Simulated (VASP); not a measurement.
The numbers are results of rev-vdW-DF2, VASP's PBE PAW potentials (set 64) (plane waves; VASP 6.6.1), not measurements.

The input files of a VASP run:

**INCAR**
```
EDIFF = 1E-7
SIGMA = 0.05   # width (eV)
GGA = MK
AGGAC = 0.0
ZAB_VDW = -1.8867
SYSTEM = CeO2
ALGO = Normal   # blocked Davidson
PREC = Accurate
ENCUT = 520   # plane-wave cut-off (eV)
LUSE_VDW = .TRUE.
PARAM2 = 0.7114
NELM = 100   # most electronic steps
ISIF = 2   # forces and stress, cell fixed
ISMEAR = 0   # Gaussian
LREAL = .FALSE.   # projection in real space or not
PARAM1 = 0.1234568
LWAVE = .FALSE.
LMAXMIX = 6   # l cut-off of mixed one-centre charges
LASPH = .TRUE.
LCHARG = .FALSE.
```

### KPOINTS
```
Automatic
0
Gamma
 7 7 7
0 0 0
```

File POSCAR:
```
CeO2
1.0
  0.0000000000   2.6641817307   2.6641817307
  2.6641817307   0.0000000000   2.6641817307
  2.6641817307   2.6641817307   0.0000000000
Ce O
1 2
Direct
  0.0000000000   0.0000000000   0.0000000000
  0.2500000000   0.2500000000   0.2500000000
  0.7500000000   0.7500000000   0.7500000000
```

POTCAR, in this order: Ce O (PBE.64 set). Program: vasp_std.

Output of the run:

File OSZICAR:
```
       N       E                     dE             d eps       ncg     rms          rms(c)
DAV:   1     0.232873026679E+03    0.23287E+03   -0.11573E+04   640   0.198E+03
DAV:   2     0.182187419171E+02   -0.21465E+03   -0.20553E+03   896   0.318E+02
DAV:   3    -0.248896368423E+02   -0.43108E+02   -0.38451E+02   848   0.149E+02
DAV:   4    -0.266924314582E+02   -0.18028E+01   -0.18026E+01   952   0.359E+01
DAV:   5    -0.267892945926E+02   -0.96863E-01   -0.96859E-01  1080   0.727E+00    0.354E+01
DAV:   6    -0.237310485832E+02    0.30582E+01   -0.83568E+01   960   0.609E+01    0.204E+01
DAV:   7    -0.229438901571E+02    0.78716E+00   -0.13472E+02   960   0.122E+02    0.243E+01
DAV:   8    -0.220788158202E+02    0.86507E+00   -0.28074E+00   760   0.194E+01    0.143E+01
DAV:   9    -0.212123898656E+02    0.86643E+00   -0.66478E+00   952   0.219E+01    0.165E+00
DAV:  10    -0.212055229587E+02    0.68669E-02   -0.23167E-01  1120   0.374E+00    0.108E+00
DAV:  11    -0.212056705074E+02   -0.14755E-03   -0.23752E-02   880   0.153E+00    0.144E+00
DAV:  12    -0.211997604290E+02    0.59101E-02   -0.11081E-01   936   0.271E+00    0.827E-01
DAV:  13    -0.211956573368E+02    0.41031E-02   -0.44232E-02   960   0.220E+00    0.346E-01
DAV:  14    -0.211959623566E+02   -0.30502E-03   -0.19464E-03  1024   0.311E-01    0.363E-01
DAV:  15    -0.211956993509E+02    0.26301E-03   -0.28716E-03   896   0.554E-01    0.342E-02
DAV:  16    -0.211957050602E+02   -0.57092E-05   -0.21917E-04  1096   0.148E-01    0.721E-02
DAV:  17    -0.211957056435E+02   -0.58335E-06   -0.88031E-06   856   0.215E-02    0.376E-02
DAV:  18    -0.211957000633E+02    0.55802E-05   -0.29111E-05  1024   0.481E-02    0.715E-03
DAV:  19    -0.211956994030E+02    0.66024E-06   -0.30114E-06  1024   0.176E-02    0.149E-03
DAV:  20    -0.211956993296E+02    0.73446E-07   -0.27245E-07   624   0.543E-03
   1 F= -.21195699E+02 E0= -.21195699E+02  d E =-.223970E-19
```

### OUTCAR
```
------------------------ aborting loop because EDIFF is reached ----------------------------------------
  FORCE on cell =-STRESS in cart. coord.  units (eV):
  Direction    XX          YY          ZZ          XY          YZ          ZX
  --------------------------------------------------------------------------------------
  Total        3.0597807      3.0597807      3.0597807      0.0000000      0.0000000     -0.0000000
  in kB      129.6221883    129.6221883    129.6221883      0.0000000      0.0000000     -0.0000000
  external PRESSURE =     129.6221883 kB  Pullay stress =       0.0000000 kB
  volume of cell :       37.82
      direct lattice vectors                 reciprocal lattice vectors
     0.000000000  2.664181731  2.664181731    -0.187674885  0.187674885  0.187674885
     2.664181731  0.000000000  2.664181731     0.187674885 -0.187674885  0.187674885
     2.664181731  2.664181731  0.000000000     0.187674885  0.187674885 -0.187674885
 POSITION                                       TOTAL-FORCE (eV/Angst)
 -----------------------------------------------------------------------------------
      0.00000      0.00000      0.00000         0.000000      0.000000      0.000000
      1.33209      1.33209      1.33209         0.000000      0.000000      0.000000
      3.99627      3.99627      3.99627        -0.000000     -0.000000     -0.000000
 -----------------------------------------------------------------------------------
    total drift:                                0.000000      0.000000      0.000000
  FREE ENERGIE OF THE ION-ELECTRON SYSTEM (eV)
  ---------------------------------------------------
  free  energy   TOTEN  =       -21.1956993296 eV

  energy  without entropy=      -21.1956993296  energy(sigma->0) =      -21.19569933
```
(Selected blocks of OUTCAR.)

### OUTCAR
```
 val. band max:        5.7109679399   @ k =  -0.2857   0.2857   0.0000

 cond. band min:       7.7869209182   @ k =  -0.4286   0.1429   0.0000


 Fermi energy:         6.0205016201

 k-point     1 :       0.0000    0.0000    0.0000
  band No.  band energies     occupation
      1     -26.6277      2.00000
      2     -10.6417      2.00000
      3      -9.6904      2.00000
      4      -8.6858      2.00000
      5      -8.6858      2.00000
      6      -8.6858      2.00000
      7       1.5600      2.00000
      8       1.5600      2.00000
      9       1.5600      2.00000
     10       4.9856      2.00000
     11       4.9856      2.00000
     12       4.9856      2.00000
     13       8.1391      0.00000
     14       8.1391      0.00000
     15       8.1391      0.00000
     16       8.4213      0.00000

 k-point     2 :       0.1429    0.0000    0.0000
  band No.  band energies     occupation
      1     -26.5799      2.00000
      2     -11.3348      2.00000
      3      -9.8680      2.00000
      4      -8.7436      2.00000
      5      -8.7436      2.00000
      6      -7.9782      2.00000
      7       1.7582      2.00000
      8       1.7582      2.00000
      9       2.1154      2.00000
     10       4.8092      2.00000
     11       4.9151      2.00000
     12       4.9151      2.00000
     13       8.1153      0.00000
     14       8.1153      0.00000
     15       8.1411      0.00000
     16       8.4466      0.00000

 k-point     3 :       0.2857    0.0000    0.0000
  band No.  band energies     occupation
      1     -26.4691      2.00000
      2     -12.3122      2.00000
      3     -10.2553      2.00000
      4      -8.8679      2.00000
      5      -8.8679      2.00000
      6      -6.9043      2.00000
      7       2.1695      2.00000
      8       2.1695      2.00000
      9       3.3023      2.00000
     10       4.5665      2.00000
     11       4.8239      2.00000
     12       4.8239      2.00000
     13       8.0438      0.00000
...
```

The compound is CeO2 in the fluorite structure. This cell is one point of a volume scan, at 0.94 of the reference volume. The run is not spin-polarised, so no magnetic state was tried.
